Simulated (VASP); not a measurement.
# LaBiS2O: structure and properties in VASP, part 7 of 7

Wanted: the relaxed cell of LaBiS2O and its properties. The start is a computed cell from the Materials Project.

VASP 6.6.1, plane waves and PAW; the level of theory is named at each step.

So far, least gap on mesh and path (eV): step 5 (bands along the symmetry lines (r2SCAN)) 1.12; step 8 (bands along the symmetry lines (r2SCAN + SOC)) 0.663.

## Step 9: Band structure (TB-mBJ)

This step: TB-mBJ; plane waves and PAW (La, Bi_d, S, O) (VASP 6.6.1).

Levels along the symmetry lines show where the bands peak and cross; KPOINTS_OPT computes them in the converged potential. TB-mBJ is a local potential fitted to gaps: it costs far less than a hybrid but gives no energy.

INCAR

```
SYSTEM = LaBiS2O
PREC = Accurate
ENCUT = 520
EDIFF = 1E-06
NELM = 150
ISMEAR = 0
SIGMA = 0.05
LREAL = .FALSE.
ALGO = Normal
METAGGA = MBJ
LASPH = .TRUE.
NBANDS = 68
LORBIT = 11
LWAVE = .FALSE.
LCHARG = .FALSE.
KPAR = 8
```

POSCAR

```
LaBiS2O
1.0
    4.0408216444      0.0000000000      0.0000000000
    0.0000000000      4.0408216444      0.0000000000
    0.0000000000      0.0000000000     14.1264444717
La Bi S O
2 2 4 2
Direct
    0.5000000000      0.0000000000      0.5884187759
    0.0000000000      0.5000000000      0.4115812241
    0.0000000000      0.5000000000      0.8679425451
    0.5000000000      0.0000000000      0.1320574549
    0.5000000000      0.0000000000      0.8900394487
    0.0000000000      0.5000000000      0.1099605513
    0.0000000000      0.5000000000      0.6914764398
    0.5000000000      0.0000000000      0.3085235602
    0.0000000000      0.0000000000      0.5000000000
    0.5000000000      0.5000000000      0.5000000000
```

KPOINTS

```
Automatic mesh
0
Gamma
6 6 2
0 0 0
```

KPOINTS_OPT

```
Line mode
12
Line-mode
Reciprocal
  0.00000000   0.00000000   0.00000000 GAMMA
  0.00000000   0.50000000   0.00000000 X

  0.00000000   0.50000000   0.00000000 X
  0.50000000   0.50000000   0.00000000 M

  0.50000000   0.50000000   0.00000000 M
  0.00000000   0.00000000   0.00000000 GAMMA

  0.00000000   0.00000000   0.00000000 GAMMA
  0.00000000   0.00000000   0.50000000 Z

  0.00000000   0.00000000   0.50000000 Z
  0.00000000   0.50000000   0.50000000 R

  0.00000000   0.50000000   0.50000000 R
  0.50000000   0.50000000   0.50000000 A

  0.50000000   0.50000000   0.50000000 A
  0.00000000   0.00000000   0.50000000 Z

  0.00000000   0.50000000   0.00000000 X
  0.00000000   0.50000000   0.50000000 R

  0.50000000   0.50000000   0.00000000 M
  0.50000000   0.50000000   0.50000000 A
```

Potentials, in the order of the species: La, Bi_d, S and O (PBE family, release 64).

Command:

```console
> mpirun -np 8 vasp_std
```

Output:

```text
[... set-up lines as in an earlier step ...]
 entering main loop
       N       E                     dE             d eps       ncg     rms          rms(c)
DAV:   1     0.437650784384E+04    0.43765E+04   -0.36017E+04  3092   0.182E+03
DAV:   2     0.353455429646E+04   -0.84195E+03   -0.75286E+03  2800   0.469E+02
DAV:   3     0.330757592073E+04   -0.22698E+03   -0.21328E+03  3024   0.212E+02
DAV:   4     0.327934350564E+04   -0.28232E+02   -0.27245E+02  3656   0.725E+01
[...]
DAV:   8     0.325425978734E+04    0.32021E+02   -0.75011E+02  4920   0.121E+02    0.431E+01
DAV:   9     0.327805428734E+04    0.23794E+02   -0.15461E+02  5024   0.520E+01    0.297E+01
DAV:  10     0.329225482672E+04    0.14201E+02   -0.35410E+01  4928   0.220E+01    0.249E+01
[... 130 further cycles ...]
DAV: 141     0.332401806169E+04   -0.12403E+02   -0.10513E+03  3800   0.132E+02    0.160E+02
DAV: 142    -0.143016107509E+03   -0.34670E+04   -0.24966E+04  3944   0.150E+03    0.178E+02
DAV: 143     0.318321630829E+04    0.33262E+04   -0.28936E+03  5036   0.252E+02    0.177E+02
DAV: 144     0.328379306114E+04    0.10058E+03   -0.12832E+03  4824   0.136E+02    0.154E+02
[...]
DAV: 148     0.333469624521E+04    0.52296E-01   -0.18266E+01  4044   0.209E+01    0.185E+02
DAV: 149     0.333635914926E+04    0.16629E+01   -0.58093E+00  4536   0.129E+01    0.181E+02
DAV: 150     0.328567545176E+04   -0.50684E+02   -0.25179E+02  4336   0.893E+01
 -----------------------------------------------------------------------------
|                                                                             |
|           W    W    AA    RRRRR   N    N  II  N    N   GGGG   !!!           |
|           W    W   A  A   R    R  NN   N  II  NN   N  G    G  !!!           |
|           W    W  A    A  R    R  N N  N  II  N N  N  G       !!!           |
|           W WW W  AAAAAA  RRRRR   N  N N  II  N  N N  G  GGG   !            |
|           WW  WW  A    A  R   R   N   NN  II  N   NN  G    G                |
|           W    W  A    A  R    R  N    N  II  N    N   GGGG   !!!           |
|                                                                             |
|     The electronic self-consistency was not achieved in the given           |
|     number of steps (NELM). The forces and other quantities evaluated       |
|     might not be reliable so examine the results carefully. If you find     |
|     spurious results, we suggest increasing NELM, if you were close to      |
|     convergence or switching to a different ALGO or adjusting the           |
|     density mixing parameters otherwise.                                    |
|                                                                             |
 -----------------------------------------------------------------------------

   1 F= 0.32856755E+04 E0= 0.32856755E+04  d E =-.536435E-25
 Start KPOINTS_OPT (optional k-point list driver)
k-point batch [1-20\108]
       N       E                     dE             ncg
DAV:   1     0.207180644516E+05   -0.11003E+05     4056
DAV:   2    -0.178185271468E+04   -0.22500E+05     5192
DAV:   3    -0.643709087927E+04   -0.46552E+04     5408
DAV:   4    -0.723614882913E+04   -0.79906E+03     5440
[...]
DAV:  30    -0.734789380160E+04   -0.49021E-05     3080
DAV:  31    -0.734789380279E+04   -0.11932E-05     3008
DAV:  32    -0.734789380316E+04   -0.37563E-06     2960
[...]
k-point batch [101-108\108]
       N       E                     dE             ncg
DAV:   1     0.375199303120E+05   -0.16240E+05     1616
DAV:   2     0.285953915886E+05   -0.89245E+04     1984
DAV:   3     0.267754954261E+05   -0.18199E+04     2164
DAV:   4     0.264802992594E+05   -0.29520E+03     2168
[...]
DAV:  29     0.264423768763E+05   -0.33414E-05     1384
DAV:  30     0.264423768747E+05   -0.16410E-05     1384
DAV:  31     0.264423768740E+05   -0.70039E-06     1304
```

Run time: 26 min. Hardware: 8 MPI ranks of AMD EPYC 7R43, shared host; peak memory 5.7 GiB.

Parts of OUTCAR (step 9):

```text
 k-point     1 :       0.0000    0.0000    0.0000
  band No.  band energies     occupation
    ...
     40       7.4768      2.00000
     41       7.4882      2.00000
     42       7.7541      2.00000
     43       7.7546      2.00000
     44       7.8373      2.00000
     45      12.2445      0.00000
     46      13.6802      0.00000
     47      13.6925      0.00000
     48      13.6970      0.00000
     49      13.7374      0.00000
    ...

  Total     -100.3154246   -100.3154246    -70.6519546      0.0000000      0.0000000      0.0000000
  in kB     -696.7966720   -696.7966720   -490.7525142      0.0000000      0.0000000      0.0000000
  external PRESSURE =    -628.1152861 kB  Pullay stress =       0.0000000 kB

 POSITION                                       TOTAL-FORCE (eV/Angst)
 -----------------------------------------------------------------------------------
      2.02041      0.00000      8.31227        -0.000000      0.000000    -49.507843
      0.00000      2.02041      5.81418        -0.000000      0.000000     49.507843
      0.00000      2.02041     12.26094         0.000000      0.000000      3.031866
      2.02041      0.00000      1.86550        -0.000000      0.000000     -3.031866
      2.02041      0.00000     12.57309         0.000000      0.000000      6.554595
      0.00000      2.02041      1.55335         0.000000      0.000000     -6.554595
      0.00000      2.02041      9.76810        -0.000000      0.000000      3.850137
      2.02041      0.00000      4.35834         0.000000      0.000000     -3.850137
      0.00000      0.00000      7.06322         0.000000      0.000000      0.000000
      2.02041      2.02041      7.06322         0.000000     -0.000000      0.000000
 -----------------------------------------------------------------------------------
    total drift:                                0.000000     -0.000000      0.000000

  FREE ENERGIE OF THE ION-ELECTRON SYSTEM (eV)
  ---------------------------------------------------
  free  energy   TOTEN  =      3285.6754517587 eV

  energy  without entropy=     3285.6754517587  energy(sigma->0) =     3285.67545176

[... 9 parts as in an earlier step ...]

[... 10 further parts left out ...]
[key lines of the parts left out:]
E-fermi :   8.9913
```

The electronic loop ended without reaching EDIFF, so its numbers are not used.

## Step 10: Summary of results

* relaxed volume: 23.07 Å³/atom
* relaxed conventional cell a, b, c: 4.041, 4.041, 14.126 Å
* space group after relaxing, within 0.02 Å: P4/nmm (No. 129)
* band gap: 1.12 eV, direct
* gap among the points of the DOS mesh alone, an upper bound: 1.12 eV
* strongest peak of ε2, mean over directions: 2.85 eV
* ε1 at zero frequency, no local fields, mean: 11.8
* band gap (r2SCAN + SOC): 0.663 eV, direct

With r2SCAN, LaBiS2O relaxes to 23.07 Å³/atom in space group P4/nmm (held by the symmetry of the run) and has a direct gap of 1.12 eV. Not obtained: band structure (TB-mBJ), because the run did not converge. Bands along the symmetry lines (r2SCAN): On this path the gap is direct, 1.12 eV, with the valence top at X and the conduction bottom at X. Bands along the symmetry lines (r2SCAN + SOC): The path shows a direct gap of 0.66 eV (valence top between Γ and X, conduction bottom between Γ and X). Semilocal functionals usually underestimate gaps. No search among competing phases was made, and a listed structure need not be the one stable at ambient conditions. All values are for a static lattice at zero temperature.

[Lines on the potential files, build, host, timing and source positions are cut from VASP's logs without a mark.]

[Logs are printed without paths, hosts, clocks, repeated set-up lines and the standing remarks that a program may print on its own settings, such as how far it seeks lower states.]

[Hosts, paths, dates, database ids (printed as entryN), source tags and the programs' standing remarks are cut or masked in the printed files.]

[A measured line is paired with the nearest computed mode of its activity, which favours agreement.]
